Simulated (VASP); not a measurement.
# TiSn (Cmmm) in VASP: single point with r2SCAN

Aim: the single point of TiSn with r2SCAN.

Everything below comes from runs of VASP 6.6.1. Logs are shortened: lines on timing, memory, paths and dates and some standing lists are left out, and cuts for length are marked.

**1. Starting point**

Symmetry: Cmmm, No. 65, orthorhombic system. Conventional cell: a = 4.015 Å, b = 4.813 Å, c = 4.108 Å, α = 90.00°, β = 90.00°, γ = 90.00°. Around Ti (site symmetry mmm) lie 8 Sn at 2.87 to 3.16 Å and 4 Ti at 3.13 Å. Sn (site symmetry mmm) is surrounded by 8 Ti at 2.87 to 3.16 Å and 4 Sn at 3.13 Å.

The cell was built by a generator and needn't be a form met in nature.

**2. Single point, r2SCAN**

INCAR reads:

```
ALGO = Normal ; EDIFF = 1E-6
ENCUT = 520 ; ISIF = 2
ISMEAR = 0 ; KPAR = 4
LASPH = T ; LCHARG = F
LMIXTAU = T ; LREAL = F
LWAVE = F ; METAGGA = R2SCAN
NELM = 150 ; PREC = Accurate
SIGMA = 0.1
```

KPOINTS reads:

```
k-points
0
Gamma
  14 14 10
```

POSCAR reads:

```
TiSn                                    
1.0
    2.0077486552     -2.4065495849      0.0000000000
    2.0077486552      2.4065495849      0.0000000000
    0.0000000000      0.0000000000      4.1080787267
  Ti              Sn            
     1     1
Direct
     0.5000000000000000    0.5000000000000000    0.0000000000000000
     1.0000000000000000    1.0000000000000000    0.5000000000000000
```

Potentials or basis: VASP PAW PBE potentials, release 64 (Ti_sv, Sn_d).

Launch:

```bash
$ cat potpaw_PBE.64/Ti_sv/POTCAR potpaw_PBE.64/Sn_d/POTCAR > POTCAR
$ mpirun -np 4 vasp_std > vasp.out
```

OUTCAR:

```text
EDIFF = 1E-6
   ENCUT = 520
   ISIF = 2
   ISMEAR = 0
   LASPH = T
   LREAL = F
   METAGGA = R2SCAN
   NELM = 150
   PREC = Accurate

 ion  position               nearest neighbor table
   1  0.500  0.500  0.000-   2 2.87   2 2.87   2 2.87   2 2.87   2 3.16   2 3.16   2 3.16   2 3.16

   2  0.000  0.000  0.500-   1 2.87   1 2.87   1 2.87   1 2.87   1 3.16   1 3.16   1 3.16   1 3.16

  LATTYP: Found a base centered orthorhombic cell.
 ALAT       =     4.0154973104
 B/A-ratio  =     1.1986309037
 C/A-ratio  =     1.0230560275

  Lattice vectors:

 A1 = (   2.0077486552,  -2.4065495849,   0.0000000000)
 A2 = (   2.0077486552,   2.4065495849,   0.0000000000)
 A3 = (   0.0000000000,   0.0000000000,   4.1080787267)

Analysis of symmetry for initial positions (statically):
=====================================================================
 Subroutine PRICEL returns:
 Original cell was already a primitive cell.

 Routine SETGRP: Setting up the symmetry group for a
 base centered orthorhombic supercell.

 Subroutine GETGRP returns: Found  8 space group operations
 (whereof  8 operations were pure point group operations)
 out of a pool of  8 trial point group operations.

The static configuration has the point symmetry D_2h.

Analysis of symmetry for dynamics (positions and initial velocities):
=====================================================================
 Subroutine PRICEL returns:
 Original cell was already a primitive cell.

 Routine SETGRP: Setting up the symmetry group for a
 base centered orthorhombic supercell.

 Subroutine GETGRP returns: Found  8 space group operations
 (whereof  8 operations were pure point group operations)
 out of a pool of  8 trial point group operations.

The dynamic configuration has the point symmetry D_2h.

 Subroutine INISYM returns: Found  8 space group operations
 (whereof  8 operations are pure point group operations),
 and found     1 'primitive' translations

----------------------------------------------------------------------------------------

                                     Primitive cell

  volume of cell :      39.6984

  direct lattice vectors                    reciprocal lattice vectors
     2.007748655 -2.406549585  0.000000000     0.249035156 -0.207766340  0.000000000
     2.007748655  2.406549585  0.000000000     0.249035156  0.207766340  0.000000000
     0.000000000  0.000000000  4.108078727     0.000000000  0.000000000  0.243422794

  length of vectors
     3.134092463  3.134092463  4.108078727     0.324322927  0.324322927  0.243422794

  position of ions in fractional coordinates (direct lattice)
     0.500000000  0.500000000  0.000000000
     0.000000000  0.000000000  0.500000000

  ion indices of the primitive-cell ions
   primitive index   ion index
                 1           1
                 2           2

----------------------------------------------------------------------------------------

 KPOINTS: k-points

Automatic generation of k-mesh.
 Grid dimensions read from file:
 generate k-points for:   14   14   10

 Generating k-lattice:

  Cartesian coordinates                     Fractional coordinates (reciprocal lattice)
     0.017788225 -0.014840453  0.000000000     0.071428571  0.000000000  0.000000000
     0.017788225  0.014840453  0.000000000     0.000000000  0.071428571  0.000000000
     0.000000000  0.000000000  0.024342279     0.000000000  0.000000000  0.100000000

  Length of vectors
     0.023165923  0.023165923  0.024342279

  Shift w.r.t. Gamma in fractional coordinates (k-lattice)
     0.000000000  0.000000000  0.000000000

 Subroutine IBZKPT returns following result:
 ===========================================

 Found    342 irreducible k-points:

 Following reciprocal coordinates:
            Coordinates               Weight
  0.000000  0.000000  0.000000      1.000000
  0.071429  0.000000  0.000000      4.000000
  0.142857  0.000000  0.000000      4.000000
  0.214286  0.000000  0.000000      4.000000
  0.285714  0.000000  0.000000      4.000000
  0.357143  0.000000  0.000000      4.000000
[... 16 lines left out ...]
  0.214286  0.142857  0.000000      4.000000
  0.285714  0.142857  0.000000      4.000000
 [... further k-points ...]
   k-points           NKPTS =    342   k-points in BZ     NKDIM =    342   number of bands    NBANDS=     17
   number of dos      NEDOS =    301   number of ions     NIONS =      2
   total plane-waves  NPLWV =  18432
   dimension x,y,z NGX =    24 NGY =   24 NGZ =   32
   dimension x,y,z NGXF=    48 NGYF=   48 NGZF=   64
   ions per type =               1   1
   NGX,Y,Z   is equivalent  to a cutoff of  12.73, 12.73, 12.95 a.u.
   NGXF,Y,Z  is equivalent  to a cutoff of  25.46, 25.46, 25.90 a.u.
 SYSTEM =  unknown system
   PREC   = accura    normal or accurate (medium, high low for compatibility)
   ISTART =      0    job   : 0-new  1-cont  2-samecut
   ICHARG =      2    charge: 1-file 2-atom 10-const
   ISPIN  =      1    spin polarized calculation?
   LNONCOLLINEAR =      F non collinear calculations
   LSORBIT =      F    spin-orbit coupling
   LASPH  =      T    aspherical Exc in radial PAW
   ENCUT  =  520.0 eV  38.22 Ry    6.18 a.u.   5.83  5.83  7.64*2*pi/ulx,y,z
   NELM   =    150;   NELMIN=  2; NELMDL= -5     # of ELM steps
   EDIFF  = 0.1E-05   stopping-criterion for ELM
   LREAL  =      F    real-space projection
   EDIFFG = 0.1E-04   stopping-criterion for IOM
   NSW    =      0    number of steps for IOM
   IBRION =     -1    ionic relax: 0-MD 1-quasi-New 2-CG
   NFREE  =      0    steps in history (QN), initial steepest desc. (CG)
   ISIF   =      2    stress and relaxation
   ISYM   =      2    0-nonsym 1-usesym 2-fastsym
   POTIM  = 0.5000    time-step for ionic-motion
   TEBEG  =    0.0;   TEEND  =   0.0 temperature during run
   PSTRESS=    0.0 pullay stress
   NELECT =      26.0000    total number of electrons
   NUPDOWN=      -1.0000    fix difference up-down
   EMIN   =  10.00;   EMAX   =-10.00  energy-range for DOS
   EFERMI =   0.00;   METHOD = LEGACY
   ISMEAR =     0;   SIGMA  =   0.10  broadening in eV -4-tet -1-fermi 0-gaus
   EFERMI_NEDOS =   21; number of points for ismear=-14 and -15
   IALGO  =     38    algorithm
   IMIX   =      4    mixing-type and parameters
     AMIX     =   0.40;   BMIX     =  1.00
     AMIX_MAG =   1.60;   BMIX_MAG =  1.00
  volume/ion in A,a.u.               =      19.85       133.95
  Fermi-wavevector in a.u.,A,eV,Ry     =   1.421701  2.686626 27.500560  2.021234
  Thomas-Fermi vector in A             =   2.542483
   LORBIT       =      0    0 simple, 1 ext, 2 COOP (PROOUT), +10 PAW based schemes
   METAGGA = R2SCAN    functional components
   LHFCALC =     F    Hartree Fock is set to
   AEXX    =    0.0000 exact exchange contribution
   IVDW    =     0    specifies the selected vdW correction
   LEPSILON=     F    determine dielectric tensor
   LRPA    =     F    only Hartree local field effects (RPA)
 non-spin polarized calculation
 Gauss-broadening in eV      SIGMA  =   0.10
  energy-cutoff  :      520.00
  volume of cell :       39.70
 maximum number of plane-waves:      1090
   NGX = 11   NGY = 11   NGZ = 15

 number of electron      26.0000004 magnetization

 Free energy of the ion-electron system (eV)
  ---------------------------------------------------
  ext. energy  EPLUGINS =         0.00000000
  ---------------------------------------------------
  free energy    TOTEN  =       -38.16957095 eV

  energy without entropy =      -38.16431054  energy(sigma->0) =      -38.16694075

 E-fermi :   9.7514     XC(G=0): -12.3984

 val. band max:        9.7489356226   @ k =  -0.4286   0.2857   0.4000
 cond. band min:       9.7670710217   @ k =   0.2857   0.2143   0.3000
 fundamental gap:      0.0181353991
 Fermi energy:         9.7514030644

 k-point     1 :       0.0000    0.0000    0.0000
  band No.  band energies     occupation
      1     -49.7698      2.00000
      2     -25.1388      2.00000
      3     -24.8678      2.00000
      4     -24.7998      2.00000
      5     -12.4821      2.00000
      6     -12.2959      2.00000
[... 9 lines left out ...]
     16      11.9229      0.00000
     17      14.4571      0.00000

 k-point     2 :       0.0714    0.0000    0.0000
  band No.  band energies     occupation
      1     -49.7689      2.00000
      2     -25.1379      2.00000
      3     -24.8723      2.00000
      4     -24.8046      2.00000
      5     -12.4723      2.00000
      6     -12.2914      2.00000
[... 9 lines left out ...]
     16      11.8370      0.00000
     17      13.8271      0.00000

 k-point     3 :       0.1429    0.0000    0.0000
  band No.  band energies     occupation
      1     -49.7664      2.00000
      2     -25.1353      2.00000
      3     -24.8889      2.00000
      4     -24.8139      2.00000
      5     -12.4479      2.00000
      6     -12.2765      2.00000
[... 9 lines left out ...]
     16      11.7162      0.00000
     17      12.6226      0.00000

 k-point     4 :       0.2143    0.0000    0.0000
  band No.  band energies     occupation
      1     -49.7627      2.00000
      2     -25.1315      2.00000
      3     -24.9202      2.00000
      4     -24.8199      2.00000
      5     -12.4216      2.00000
      6     -12.2497      2.00000
[... 9 lines left out ...]
     16      11.7570      0.00000
     17      12.1526      0.00000

 k-point     5 :       0.2857    0.0000    0.0000
  band No.  band energies     occupation
      1     -49.7586      2.00000
      2     -25.1274      2.00000
      3     -24.9595      2.00000
      4     -24.8218      2.00000
      5     -12.4042      2.00000
      6     -12.2276      2.00000
[... 9 lines left out ...]
     16      11.6447      0.00000
     17      12.8230      0.00000

 k-point     6 :       0.3571    0.0000    0.0000
  band No.  band energies     occupation
      1     -49.7549      2.00000
      2     -25.1236      2.00000
      3     -24.9965      2.00000
      4     -24.8217      2.00000
      5     -12.3969      2.00000
      6     -12.2484      2.00000
[... 9 lines left out ...]
     16      12.0291      0.00000
     17      13.6637      0.00000

 k-point     7 :       0.4286    0.0000    0.0000
  band No.  band energies     occupation
      1     -49.7524      2.00000
      2     -25.1210      2.00000
      3     -25.0224      2.00000
      4     -24.8211      2.00000
      5     -12.3951      2.00000
      6     -12.2629      2.00000
[... 9 lines left out ...]
     16      12.4970      0.00000
     17      14.6464      0.00000

 k-point     8 :       0.5000    0.0000    0.0000
  band No.  band energies     occupation
      1     -49.7515      2.00000
      2     -25.1201      2.00000
      3     -25.0316      2.00000
      4     -24.8209      2.00000
      5     -12.3951      2.00000
      6     -12.2681      2.00000
[... 9 lines left out ...]
     16      12.7185      0.00000
     17      14.7449      0.00000
[... 203 lines left out ...]
      1     -49.7620      2.00000
      2     -25.1302      2.00000
      3     -24.9171      2.00000
      4     -24.8286      2.00000
      5     -12.4055      2.00000
      6     -12.2515      2.00000
[... 9 lines left out ...]
     16      12.0244      0.00000
     17      12.2331      0.00000

 k-point    20 :      -0.1429    0.0714    0.0000
  band No.  band energies     occupation
      1     -49.7656      2.00000
      2     -25.1341      2.00000
      3     -24.8876      2.00000
      4     -24.8217      2.00000
      5     -12.4341      2.00000
      6     -12.2752      2.00000
[... 9 lines left out ...]
     16      11.9128      0.00000
     17      13.0001      0.00000

 k-point    21 :      -0.0714    0.0714    0.0000
  band No.  band energies     occupation
      1     -49.7681      2.00000
      2     -25.1368      2.00000
      3     -24.8743      2.00000
      4     -24.8104      2.00000
      5     -12.4610      2.00000
      6     -12.2878      2.00000
[... 9 lines left out ...]
     16      11.7201      0.00000
     17      14.0073      0.00000

 k-point    22 :       0.1429    0.1429    0.0000
  band No.  band energies     occupation
      1     -49.7628      2.00000
      2     -25.1321      2.00000
      3     -24.9032      2.00000
      4     -24.8381      2.00000
      5     -12.4077      2.00000
      6     -12.2690      2.00000
[... 9 lines left out ...]
     16      12.2452      0.00000
     17      12.4185      0.00000

 k-point    23 :       0.2143    0.1429    0.0000
  band No.  band energies     occupation
      1     -49.7591      2.00000
      2     -25.1283      2.00000
      3     -24.9261      2.00000
      4     -24.8522      2.00000
      5     -12.3729      2.00000
      6     -12.2564      2.00000
[... 9 lines left out ...]
     16      11.8830      0.00000
     17      13.0109      0.00000

 k-point    24 :       0.2857    0.1429    0.0000
  band No.  band energies     occupation
      1     -49.7551      2.00000
      2     -25.1240      2.00000
      3     -24.9605      2.00000
      4     -24.8574      2.00000
      5     -12.3519      2.00000
      6     -12.2374      2.00000
[... 9 lines left out ...]
     16      11.7500      0.00000
     17      13.1792      0.00000

 [... further k-points ...]
[... 5 lines left out ...]
  --------------------------------------------------------------------------------------
  -------------------------------------------------------------------------------------
  Total       -0.4578527     -0.2858907     -0.3798425      0.0000000      0.0000000      0.0000000
  in kB      -18.4783629    -11.5381913    -15.3299664      0.0000000      0.0000000      0.0000000
  external PRESSURE =     -15.1155069 kB  Pullay stress =       0.0000000 kB

 VOLUME and BASIS-vectors are now :
 -----------------------------------------------------------------------------
  energy-cutoff  :      520.00
  volume of cell :       39.70
      direct lattice vectors                 reciprocal lattice vectors
     2.007748655 -2.406549585  0.000000000     0.249035156 -0.207766340  0.000000000
     2.007748655  2.406549585  0.000000000     0.249035156  0.207766340  0.000000000
     0.000000000  0.000000000  4.108078727     0.000000000  0.000000000  0.243422794

 POSITION                                       TOTAL-FORCE (eV/Angst)
 -----------------------------------------------------------------------------------
      2.00775      0.00000      0.00000        -0.000000      0.000000      0.000000
      0.00000      0.00000      2.05404         0.000000      0.000000      0.000000
 -----------------------------------------------------------------------------------
    total drift:                               -0.000000     -0.000000     -0.000000

  FREE ENERGIE OF THE ION-ELECTRON SYSTEM (eV)
  ---------------------------------------------------
  free  energy   TOTEN  =       -38.1695709516 eV

  energy  without entropy=      -38.1643105404  energy(sigma->0) =      -38.16694075
```

Wall time 69 s (4 MPI ranks of Intel Xeon 6975P-C (Granite Rapids), shared host); peak memory 0.34 GiB.

What came out:

| Item | Value |
| --- | --- |
| Free energy | -38.1696 eV |
| Pressure | -1.5 GPa |
| Band gap on the k mesh | none (metal or under the smearing width) |

Stress tensor (GPa, compression positive):
```
-1.85  0.00  0.00
 0.00 -1.15  0.00
 0.00  0.00 -1.53
```

Levels at points of the mesh, in eV from the Fermi level:
```csv
k point,band 9,band 10,band 11,band 12,band 13,band 14,band 15,band 16,band 17
"(0.00, 0.00, 0.00)",-21.90,-11.50,-1.70,-1.51,-0.82,1.28,1.80,2.17,4.71
"(0.50, 0.00, 0.00)",-21.84,-7.86,-6.03,-2.20,-0.91,1.34,1.58,2.97,4.99
"(0.50, 0.50, 0.00)",-21.78,-5.74,-3.94,-1.55,-0.67,-0.14,0.19,2.48,2.72
"(0.00, 0.00, 0.50)",-21.90,-10.29,-6.33,-0.76,0.16,0.48,1.26,2.17,7.69
"(0.50, 0.00, 0.50)",-21.82,-7.62,-4.64,-2.98,-1.51,1.21,1.39,1.61,2.63
"(0.50, 0.50, 0.50)",-21.78,-4.34,-3.77,-3.10,-2.90,1.38,1.88,2.72,3.41
```

Caveat: the PAW data sets were made with another functional, which shifts forces and pressure a little.
